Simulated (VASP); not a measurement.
# YS (Fm-3m) in VASP: a series of runs, part 2 of 2

VASP 6.6.1. The steps go on from the part before.

### Step 4. Vibrations by finite differences, LDA

This run uses another cell than the first one, of 19.88 Å³/atom, 0.963 times its volume.

Contents of INCAR:

```
  PREC = Accurate
  ENCUT = 520
  EDIFF = 1E-8
  ISMEAR = 0
  SIGMA = 0.02
  LREAL = F
  LASPH = T
  NELM = 60
  ALGO = Normal
  ISIF = 3
  LWAVE = F
  LCHARG = F
  GGA = CA
  NBANDS = 16
  IBRION = 6
  NFREE = 2
  POTIM = 0.015
  NSW = 1
```

Contents of KPOINTS:

```
Automatic mesh
0
Gamma
  10 10 10
```

Contents of POSCAR:

```
YS                                      
1.0
    0.0000000000      2.7089609121      2.7089609121
    2.7089609121      0.0000000000      2.7089609121
    2.7089609121      2.7089609121      0.0000000000
  Y               S             
     1     1
Direct
     0.5000000000000000    0.5000000000000000    0.5000000000000000
     0.0000000000000000    0.0000000000000000    0.0000000000000000
```

Potentials or basis: VASP PAW LDA potentials, release 64 (Y_sv, S).

Launch:

```sh
cat potpaw_LDA.64/Y_sv/POTCAR potpaw_LDA.64/S/POTCAR > POTCAR
mpirun -np 1 vasp_std > vasp.out
```

OUTCAR:

```text
PREC = Accurate
   ENCUT = 520
   EDIFF = 1E-8
   ISMEAR = 0
   LREAL = F
   LASPH = T
   NELM = 60
   ISIF = 3
   GGA = CA
   IBRION = 6
   NFREE = 2
   POTIM = 0.015
   NSW = 1

 ion  position               nearest neighbor table
   1  0.500  0.500  0.500-   2 2.71   2 2.71   2 2.71   2 2.71   2 2.71   2 2.71
   2  0.000  0.000  0.000-   1 2.71   1 2.71   1 2.71   1 2.71   1 2.71   1 2.71

  LATTYP: Found a face centered cubic cell.
 ALAT       =     5.4179218242

  Lattice vectors:

 A1 = (   0.0000000000,   2.7089609121,   2.7089609121)
 A2 = (   2.7089609121,   0.0000000000,   2.7089609121)
 A3 = (   2.7089609121,   2.7089609121,   0.0000000000)

Analysis of symmetry for initial positions (statically):
=====================================================================
 Subroutine PRICEL returns:
 Original cell was already a primitive cell.

 Routine SETGRP: Setting up the symmetry group for a
 face centered cubic supercell.

 Subroutine GETGRP returns: Found 48 space group operations
 (whereof 48 operations were pure point group operations)
 out of a pool of 48 trial point group operations.

The static configuration has the point symmetry O_h .

Analysis of symmetry for dynamics (positions and initial velocities):
=====================================================================
 Subroutine PRICEL returns:
 Original cell was already a primitive cell.

 Routine SETGRP: Setting up the symmetry group for a
 face centered cubic supercell.

 Subroutine GETGRP returns: Found 48 space group operations
 (whereof 48 operations were pure point group operations)
 out of a pool of 48 trial point group operations.

The dynamic configuration has the point symmetry O_h .

 Subroutine INISYM returns: Found 48 space group operations
 (whereof 48 operations are pure point group operations),
 and found     1 'primitive' translations

----------------------------------------------------------------------------------------

                                     Primitive cell

  volume of cell :      39.7593

  direct lattice vectors                    reciprocal lattice vectors
     0.000000000  2.708960912  2.708960912    -0.184572615  0.184572615  0.184572615
     2.708960912  0.000000000  2.708960912     0.184572615 -0.184572615  0.184572615
     2.708960912  2.708960912  0.000000000     0.184572615  0.184572615 -0.184572615

  length of vectors
     3.831049262  3.831049262  3.831049262     0.319689147  0.319689147  0.319689147

  position of ions in fractional coordinates (direct lattice)
     0.500000000  0.500000000  0.500000000
     0.000000000  0.000000000  0.000000000

  ion indices of the primitive-cell ions
[... 234 lines left out ...]

 number of electron      16.9999998 magnetization

------------------------ aborting loop because EDIFF is reached ----------------------------------------
[... 67 lines left out ...]
--------------------------------------- Ionic step       17  -------------------------------------------

 number of electron      16.9999999 magnetization

 Free energy of the ion-electron system (eV)
  ---------------------------------------------------
  ext. energy  EPLUGINS =         0.00000000
  ---------------------------------------------------
  free energy    TOTEN  =       -16.03920088 eV

  energy without entropy =      -16.03885298  energy(sigma->0) =      -16.03902693

 E-fermi :   6.9635     XC(G=0): -10.9572

 val. band max:        6.9606128406   @ k =   0.0000  -0.1000   0.1000
 cond. band min:       7.0233146793   @ k =  -0.4000   0.4000   0.2000
 fundamental gap:      0.0627018386
 Fermi energy:         6.9634634723

 k-point     1 :       0.0000    0.0000    0.0000
  band No.  band energies     occupation
      1     -36.0000      2.00000
      2     -16.0638      2.00000
      3     -16.0634      2.00000
      4     -16.0634      2.00000
      5      -8.1695      2.00000
      6       3.6252      2.00000
[... 433 lines left out ...]
      3     -16.1910      2.00000
      4     -16.1767      2.00000
      5      -7.3676      2.00000
      6       0.9691      2.00000
[... 8 lines left out ...]
     15      14.4492      0.00000
     16      15.8393      0.00000

 [... further k-points ...]

------------------------ aborting loop because EDIFF is reached ----------------------------------------

  FORCE on cell =-STRESS in cart. coord.  units (eV):
  Direction    XX          YY          ZZ          XY          YZ          ZX
  --------------------------------------------------------------------------------------
  -------------------------------------------------------------------------------------
  Total        0.0094876     -0.0023117     -0.0023117      0.0000000      0.0000000      0.0000000
  in kB        0.3823232     -0.0931546     -0.0931546      0.0000000      0.0000000      0.0000000
  external PRESSURE =       0.0653380 kB  Pullay stress =       0.0000000 kB
[... 17 lines left out ...]
  FREE ENERGIE OF THE ION-ELECTRON SYSTEM (eV)
  ---------------------------------------------------
  free  energy   TOTEN  =       -16.0392008810 eV

  energy  without entropy=      -16.0388529785  energy(sigma->0) =      -16.03902693

 INTERNAL STRAIN TENSORS FROM STRAINED CELLS
 ============================================

 INTERNAL STRAIN TENSOR FOR ION    1 for displacements in x,y,z  (eV/Angst):
          X           Y           Z          XY          YZ          ZX
  --------------------------------------------------------------------------------
  x    -0.00000    -0.00000     0.00000     0.00000    -0.00000     0.00000
  y    -0.00000    -0.00000    -0.00000     0.00000    -0.00000     0.00000
  z     0.00000    -0.00000     0.00000     0.00000     0.00000    -0.00000

 INTERNAL STRAIN TENSORS FROM DISPLACED ATOMS
 ============================================

 INTERNAL STRAIN TENSOR FOR ION    1 for displacements in x,y,z  (eV/Angst):
          X           Y           Z          XY          YZ          ZX
  --------------------------------------------------------------------------------
  x     0.00000     0.00000     0.00000     0.00000     0.00000     0.00000
  y     0.00000     0.00000     0.00000     0.00000     0.00000     0.00000
  z     0.00000     0.00000     0.00000     0.00000     0.00000     0.00000

 INTERNAL STRAIN TENSOR FOR ION    2 for displacements in x,y,z  (eV/Angst):
          X           Y           Z          XY          YZ          ZX
  --------------------------------------------------------------------------------
  x     0.00000     0.00000     0.00000     0.00000     0.00000     0.00000
  y     0.00000     0.00000     0.00000     0.00000     0.00000     0.00000
  z     0.00000     0.00000     0.00000     0.00000     0.00000     0.00000

 Eigenvectors and eigenvalues of the dynamical matrix
 ----------------------------------------------------

   1 f  =    9.141524 THz    57.437890 2PiTHz  304.928423 cm-1    37.806289 meV
             X         Y         Z           dx          dy          dz
      2.708961  2.708961  2.708961     0.000000    0.514886    0.000000
      0.000000  0.000000  0.000000     0.000000   -0.857258    0.000000
[... 21 lines left out ...]
   6 f/i=    0.000398 THz     0.002503 2PiTHz    0.013290 cm-1     0.001648 meV
             X         Y         Z           dx          dy          dz
      2.708961  2.708961  2.708961     0.000000    0.000000    0.857258
      0.000000  0.000000  0.000000     0.000000    0.000000    0.514886

--------------------------------------------------------------------------------------------------------

 ELASTIC MODULI CONTR FROM IONIC RELAXATION (kBar)
 Direction    XX          YY          ZZ          XY          YZ          ZX
 --------------------------------------------------------------------------------
 XX           0.0000      0.0000      0.0000      0.0000      0.0000      0.0000
 YY           0.0000      0.0000      0.0000      0.0000      0.0000      0.0000
 ZZ           0.0000      0.0000      0.0000      0.0000      0.0000      0.0000
 XY           0.0000      0.0000      0.0000      0.0000      0.0000      0.0000
 YZ           0.0000      0.0000      0.0000      0.0000      0.0000      0.0000
 ZX           0.0000      0.0000      0.0000      0.0000      0.0000      0.0000
 --------------------------------------------------------------------------------

 TOTAL ELASTIC MODULI (kBar)
 Direction    XX          YY          ZZ          XY          YZ          ZX
 --------------------------------------------------------------------------------
 XX        2496.8268    407.3072    407.3072      0.0000     -0.0000     -0.0000
 YY         407.3072   2496.8268    407.3072     -0.0000     -0.0000     -0.0000
 ZZ         407.3072    407.3072   2496.8268     -0.0000     -0.0000     -0.0000
 XY           0.0000     -0.0000     -0.0000    128.6166     -0.0000      0.0000
 YZ          -0.0000     -0.0000     -0.0000     -0.0000    128.6166      0.0000
 ZX          -0.0000     -0.0000     -0.0000      0.0000      0.0000    128.6166
 --------------------------------------------------------------------------------
```

OSZICAR:

```text
N       E                     dE             d eps       ncg     rms          rms(c)
DAV:   1     0.582538875494E+02    0.58254E+02   -0.78111E+03  1504   0.961E+02
DAV:   2    -0.129127420312E+02   -0.71167E+02   -0.67009E+02  1984   0.214E+02
DAV:   3    -0.167143028676E+02   -0.38016E+01   -0.37659E+01  2352   0.375E+01
[... 15 lines left out ...]
DAV:   4    -0.160392045800E+02    0.17767E-05   -0.10096E-04  4496   0.542E-02    0.218E-02
DAV:   5    -0.160392008746E+02    0.37054E-05   -0.11853E-05  3904   0.220E-02    0.126E-02
DAV:   6    -0.160392009657E+02   -0.91085E-07   -0.10200E-06  4296   0.660E-03    0.422E-03
DAV:   7    -0.160392008783E+02    0.87395E-07   -0.28995E-07  4328   0.305E-03    0.522E-04
DAV:   8    -0.160392008810E+02   -0.27323E-08   -0.35228E-08  3752   0.105E-03
  17 F= -.16039201E+02 E0= -.16039027E+02  d E =-.347903E-03
```

stdout:

```text
POSCAR found type information on POSCAR Y S
 POSCAR found :  2 types and       2 ions
 scaLAPACK will be used
 LDA part: xc-table for (Slater(with rela. corr.)+CA(PZ))
 , standard interpolation
 POSCAR, INCAR and KPOINTS ok, starting setup
 FFT: planning ... GRIDC
 FFT: planning ... GRID_SOFT
 FFT: planning ... GRID
 WAVECAR not read
 entering main loop
 Found     2 degrees of freedom:
 Adding 6 more for cell shape distortion
 Finite differences POTIM= 0.01500 DOF=   8
 bond charge predicted
 Finite differences progress:
 bond charge predicted
 Finite differences progress:
 bond charge predicted
 Finite differences progress:
 bond charge predicted
 Finite differences progress:
 bond charge predicted
 Finite differences progress:
 bond charge predicted
 Finite differences progress:
 bond charge predicted
 Finite differences progress:
 bond charge predicted
 Finite differences progress:
 bond charge predicted
 Finite differences progress:
 bond charge predicted
 Finite differences progress:
 bond charge predicted
 Finite differences progress:
 bond charge predicted
 Finite differences progress:
 bond charge predicted
 Finite differences progress:
 bond charge predicted
 Finite differences progress:
 bond charge predicted
 Finite differences progress:
 bond charge predicted
 Finite differences progress:
```

Run time: 8.6 min. Hardware: 1 thread of Intel Xeon Platinum 8559C (Emerald Rapids), shared host; peak memory 0.43 GiB.

The run converged, but a check on its numbers failed (symmetry, net force, bounds or a known fault of this set-up), so they aren't taken as properties of the crystal.

Caveat: elastic constants of metals need much finer meshes, so these are rough.
